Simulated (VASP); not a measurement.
# MgAl12 in VASP: notebook, part 2 of 2

VASP 6.6.1.

## 3. Single point, PBE (Mg over (1/6, 2/6) of the surface cell, its height relaxed)

Input file INCAR:

```
SYSTEM = MgAl12
PREC = Accurate
ENCUT = 520
EDIFF = 1E-6
ISMEAR = 0
SIGMA = 0.1
LREAL = .FALSE.
LASPH = .TRUE.
NELM = 100
ALGO = Fast
ISIF = 2
LWAVE = .FALSE.
LCHARG = .FALSE.
LDIPOL = .TRUE.
IDIPOL = 3
DIPOL = 0.5 0.5 0.326
GGA = PE
NBANDS = 31
```

Input file KPOINTS:

```
Automatic mesh
0
G
  5 5 1
  0 0 0
```

Input file POSCAR:

```
MgAl12
1.0
    5.7143028096      0.0000000000      0.0000000000
    0.0000000000      5.7143028096      0.0000000000
    0.0000000000      0.0000000000     19.6750228448
Al Mg
12 1
Direct
    0.2500000000      0.2500000000      0.2033034488
    0.2500000000      0.7500000000      0.2033034488
    0.7500000000      0.2500000000      0.2033034488
    0.7500000000      0.7500000000      0.2033034488
    0.0000000000      0.0000000000      0.3092772439
    0.0000000000      0.5000000000      0.3092772439
    0.5000000000      0.0000000000      0.3092772439
    0.5000000000      0.5000000000      0.3092772439
    0.2310559599      0.2296399287      0.4066200185
    0.2353058166      0.7440558096      0.4166289259
    0.7345565141      0.2434904729      0.4199831712
    0.7369794741      0.7433382372      0.4183858665
    0.3333333333      0.4166666667      0.5290205212
```

Potentials or basis: VASP PAW PBE potentials, release 64 (Al, Mg).

The run is started by

```console
$ cat potpaw_PBE.64/Al/POTCAR potpaw_PBE.64/Mg/POTCAR > POTCAR
$ mpirun -np 1 vasp_std > vasp.out
```

OUTCAR:

```text
SYSTEM = MgAl12
   PREC = Accurate
   ENCUT = 520
   EDIFF = 1E-6
   ISMEAR = 0
   LREAL = .FALSE.
   LASPH = .TRUE.
   NELM = 100
   ISIF = 2
   GGA = PE

 ion  position               nearest neighbor table
   1  0.250  0.250  0.203-   2 2.86   3 2.86   2 2.86   3 2.86   7 2.90   8 2.90   5 2.90   6 2.90

   2  0.250  0.750  0.203-   1 2.86   4 2.86   1 2.86   4 2.86   7 2.90   8 2.90   5 2.90   6 2.90

   3  0.750  0.250  0.203-   1 2.86   4 2.86   4 2.86   1 2.86   7 2.90   8 2.90   5 2.90   6 2.90
[... 4 lines left out ...]
                             1 2.90   2 2.90  11 3.00  12 3.00
   6  0.000  0.500  0.309-   9 2.79   8 2.86   5 2.86   5 2.86   8 2.86  10 2.87   3 2.90   4 2.90
                             1 2.90   2 2.90  12 2.97  11 3.03
   7  0.500  0.000  0.309-   9 2.78   8 2.86   5 2.86   8 2.86   5 2.86   2 2.90   3 2.90   4 2.90
                             1 2.90  11 2.91  12 2.93  10 2.98
   8  0.500  0.500  0.309-   6 2.86   7 2.86   7 2.86   6 2.86  12 2.89   9 2.90   3 2.90   4 2.90
                             1 2.90   2 2.90  11 2.95  10 2.95
   9  0.231  0.230  0.407-   5 2.67  13 2.70  10 2.78   7 2.78   6 2.79  11 2.85  11 2.89   8 2.90
                            10 2.95
  10  0.235  0.744  0.417-   9 2.78  12 2.85   6 2.87  12 2.87   5 2.90   9 2.95   8 2.95  13 2.95
                             7 2.98
  11  0.735  0.243  0.420-   9 2.85  12 2.86  12 2.86   9 2.89   7 2.91   8 2.95   5 3.00   6 3.03
                            13 3.29
  12  0.737  0.743  0.418-  10 2.85  11 2.86  11 2.86  10 2.87   8 2.89   7 2.93   6 2.97   5 3.00

  13  0.333  0.417  0.529-   9 2.70  10 2.95  11 3.29

  LATTYP: Found a simple tetragonal cell.
 ALAT       =     5.7143028096
 C/A-ratio  =     3.4431186971

  Lattice vectors:

 A1 = (   5.7143028096,   0.0000000000,   0.0000000000)
 A2 = (   0.0000000000,   5.7143028096,   0.0000000000)
 A3 = (   0.0000000000,   0.0000000000,  19.6750228448)

Analysis of symmetry for initial positions (statically):
=====================================================================
 Subroutine PRICEL returns:
[... 179 lines left out ...]
  ---------------------------------------------------
  ext. energy  EPLUGINS =         0.00000000
  ---------------------------------------------------
  free energy    TOTEN  =       -42.11449169 eV

  energy without entropy =      -42.10524697  energy(sigma->0) =      -42.10986933

 E-fermi :   0.1134     XC(G=0):  -4.6535

 val. band max:        0.0483307924   @ k =   0.2000   0.0000   0.0000
 cond. band min:       0.1925718137   @ k =   0.4000   0.0000   0.0000
 fundamental gap:      0.1442410213
 Fermi energy:         0.1134436364

 k-point     1 :       0.0000    0.0000    0.0000
  band No.  band energies     occupation
      1     -10.1447      2.00000
      2      -8.0950      2.00000
      3      -5.8352      2.00000
      4      -5.6983      2.00000
      5      -5.6379      2.00000
      6      -5.6165      2.00000
[... 431 lines left out ...]
     30       2.8731      0.00000
     31       2.9957      0.00000

------------------------ aborting loop because EDIFF is reached ----------------------------------------

 vacuum level on the upper side and lower side of the slab       (xc-potential included)        -0.810         0.162

  FORCE on cell =-STRESS in cart. coord.  units (eV):
  Direction    XX          YY          ZZ          XY          YZ          ZX
  --------------------------------------------------------------------------------------
  -------------------------------------------------------------------------------------
  Total       -7.7086450     -7.0838923      0.0252474      0.0911948      0.9544764      1.1444904
  in kB      -19.2241382    -17.6661040      0.0629631      0.2274255      2.3803128      2.8541776
  external PRESSURE =     -12.2757597 kB  Pullay stress =       0.0000000 kB

 VOLUME and BASIS-vectors are now :
 -----------------------------------------------------------------------------
  energy-cutoff  :      520.00
  volume of cell :      642.45
      direct lattice vectors                 reciprocal lattice vectors
     5.714302810  0.000000000  0.000000000     0.174999476  0.000000000  0.000000000
     0.000000000  5.714302810  0.000000000     0.000000000  0.174999476  0.000000000
     0.000000000  0.000000000 19.675022845     0.000000000  0.000000000  0.050825862

 POSITION                                       TOTAL-FORCE (eV/Angst)
 -----------------------------------------------------------------------------------
      1.42858      1.42858      4.00000        -0.010752     -0.025982      0.070571
      1.42858      4.28573      4.00000        -0.018047      0.043845      0.027727
      4.28573      1.42858      4.00000         0.036537     -0.048764     -0.028880
      4.28573      4.28573      4.00000         0.043152      0.064709     -0.098544
      0.00000      0.00000      6.08504        -0.302963     -0.212110     -0.180860
      0.00000      2.85715      6.08504        -0.203887      0.061924      0.046563
      2.85715      0.00000      6.08504         0.126718     -0.136774     -0.004211
      2.85715      2.85715      6.08504         0.041560      0.016800      0.180385
      1.32032      1.31223      8.00026         0.000383      0.001044     -0.005354
      1.34461      4.25176      8.19718        -0.001329     -0.001249     -0.002028
      4.19748      1.39138      8.26318        -0.000823      0.000350     -0.002906
      4.21132      4.24766      8.23175        -0.001679     -0.002023     -0.002477
      1.90477      2.38096     10.40849         0.291130      0.238229      0.000013
 -----------------------------------------------------------------------------------
    total drift:                                0.000151      0.000039     -0.000031

  FREE ENERGIE OF THE ION-ELECTRON SYSTEM (eV)
  ---------------------------------------------------
  free  energy   TOTEN  =       -42.1144916907 eV

  energy  without entropy=      -42.1052469661  energy(sigma->0) =      -42.10986933

 vacuum level on the upper side and lower side of the slab         3.136         4.133
```

OSZICAR:

```text
N       E                     dE             d eps       ncg     rms          rms(c)
DAV:   1     0.118536104404E+03    0.11854E+03   -0.11199E+04   806   0.859E+02
DAV:   2    -0.365089869255E+02   -0.15505E+03   -0.14835E+03  1118   0.138E+02
DAV:   3    -0.450548349997E+02   -0.85458E+01   -0.83334E+01  1012   0.326E+01
[... 16 lines left out ...]
RMM:  20    -0.421144805224E+02   -0.16523E-04   -0.42267E-06   800   0.623E-03    0.158E-03
RMM:  21    -0.421144866832E+02   -0.61608E-05   -0.17259E-06   757   0.442E-03    0.121E-03
RMM:  22    -0.421144898719E+02   -0.31887E-05   -0.59674E-07   644   0.323E-03    0.113E-03
RMM:  23    -0.421144914964E+02   -0.16245E-05   -0.42164E-07   604   0.253E-03    0.637E-04
RMM:  24    -0.421144916907E+02   -0.19434E-06   -0.13282E-07   510   0.201E-03
   1 F= -.42114492E+02 E0= -.42109869E+02  d E =-.924472E-02
```

Wall time 7 min (1 thread of Intel Xeon Platinum 8488C (Sapphire Rapids), shared host); peak memory 0.66 GiB.

Results:

* Free energy: -42.1145 eV
* Largest force: 0.412 eV/Å
* Band gap on the k mesh: none (metal or under the smearing width)

Forces on the atoms (eV/Å):
```
Al  -0.011 -0.026  0.071
Al  -0.018  0.044  0.028
Al   0.037 -0.049 -0.029
Al   0.043  0.065 -0.099
Al  -0.303 -0.212 -0.181
Al  -0.204  0.062  0.047
Al   0.127 -0.137 -0.004
Al   0.042  0.017  0.180
Al   0.000  0.001 -0.005
Al  -0.001 -0.001 -0.002
Al  -0.001  0.000 -0.003
Al  -0.002 -0.002 -0.002
Mg   0.291  0.238  0.000
```
